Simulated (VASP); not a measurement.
Mg2CdS3:

```
CELL_PARAMETERS angstrom
6.05000 -3.50000 0.00000
6.05000 3.50000 0.00000
0.00000 0.00000 6.50000
ATOMIC_POSITIONS crystal
Mg 0.50000 0.16667 0.00000
Mg 0.50000 0.83333 0.50000
Mg 0.16667 0.50000 0.50000
Mg 0.83333 0.50000 0.00000
Cd 0.16667 0.83333 0.00000
Cd 0.83333 0.16667 0.50000
S 0.16667 0.83333 0.37500
S 0.50000 0.16667 0.37500
S 0.50000 0.83333 0.87500
S 0.83333 0.16667 0.87500
S 0.16667 0.50000 0.87500
S 0.83333 0.50000 0.37500
```

The cell was built by a generator and needn't be a form met in nature.

```yaml
Program: VASP 6.6.1
Task: relaxation of cell and atoms
Functional: PBE
Potentials_or_basis: VASP PAW PBE potentials, release 64 (Mg, Cd, S)
Cutoff: 520 eV
k_mesh: 3 × 3 × 2
Occupations: gaussian, width 0.15 eV
Spin: no spin polarisation
```

At the start: pressure 3.3 GPa; volume 22.94 Å³/atom.

How do energy, volume and symmetry change on relaxing?

Over 7 steps the energy falls by 28.8 meV/atom and the volume is 24.09 Å³/atom (+5.0 %); space group Cmc2_1 (No. 36, to 0.05 Å).

Step by step:
| step | energy change (eV) | largest force (eV/Å) | pressure (GPa) | volume (Å³) |
| --- | --- | --- | --- | --- |
| 1 | 0.0000 | 1.0287 | 3.28 | 275.28 |
| 2 | -0.2737 | 0.3656 | -1.06 | 294.43 |
| 3 | -0.2752 | 0.4089 | -0.63 | 292.67 |
| 4 | -0.3188 | 0.2613 | -0.29 | 290.25 |
| 5 | -0.3407 | 0.1084 | 0.39 | 286.30 |
| 6 | -0.3416 | 0.1022 | 0.39 | 286.90 |
| 7 | -0.3456 | 0.0590 | -0.14 | 289.12 |

Final structure:
```
CELL_PARAMETERS angstrom
6.14300 -3.54621 0.00000
6.14300 3.54621 0.00000
0.00000 0.00000 6.63592
ATOMIC_POSITIONS crystal
Mg 0.49811 0.16662 0.99909
Mg 0.50189 0.83338 0.49909
Mg 0.16662 0.49811 0.49909
Mg 0.83338 0.50189 0.99909
Cd 0.16847 0.83153 0.99778
Cd 0.83153 0.16847 0.49778
S 0.17812 0.82188 0.38623
S 0.48846 0.16669 0.37140
S 0.51154 0.83331 0.87140
S 0.82188 0.17812 0.88623
S 0.16669 0.48846 0.87140
S 0.83331 0.51154 0.37140
```

Caveat: the k mesh is coarse (spacing up to 0.48 Å⁻¹), so the values aren't converged.
